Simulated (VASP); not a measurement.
Input:

```
CELL_PARAMETERS angstrom
      3.22393     0.00000     0.00000
     -1.61197     2.79201     0.00000
      0.00000     0.00000    10.37302
ATOMIC_POSITIONS crystal
  Zr 0.00000 0.00000 0.00000
  Zr 0.00000 0.00000 0.50000
  Zr 0.33333 0.66667 0.25000
  Zr 0.66667 0.33333 0.75000
```

The numbers are results of PBE GGA, VASP's PBE PAW potentials (set 64) (plane waves; VASP), not measurements. Settings: 300 eV cut-off, 11×11×3 Γ-centred mesh, Gaussian smearing of 0.10 eV, potentials Zr_sv.

Task: Give the energies of bands 17 to 27 at the high-symmetry points, in eV from the Fermi level.

Result: 
```
band      Γ      M      K      A      L      H
----  -----  -----  -----  -----  -----  -----
17    -5.55  -2.98  -1.63  -5.05  -2.64  -1.75
18    -3.91  -2.97  -1.63  -5.05  -2.64  -1.75
19    -3.84  -2.46  -1.37  -3.05  -2.60  -1.32
20    -2.95  -2.08  -1.33  -3.05  -2.60  -1.32
21     0.02  -1.47  -1.33   0.44  -1.87  -1.15
22     0.07  -1.35  -1.29   0.44  -1.87  -1.15
23     0.72  -1.12  -1.08   0.63  -0.06  -1.10
24     0.72  -0.05  -1.08   0.63  -0.06  -1.10
25     0.83   0.10  -0.02   0.89   0.87   0.11
26     0.83   0.66   0.12   0.89   0.87   0.11
27     1.03   1.32   0.12   0.89   1.09   0.15
```

It has no gap at this level: it comes out as a metal or semimetal.

The structure was generated: Zr was put into an ordered model structure, which need not be its known phase. The cell was not relaxed at this level.
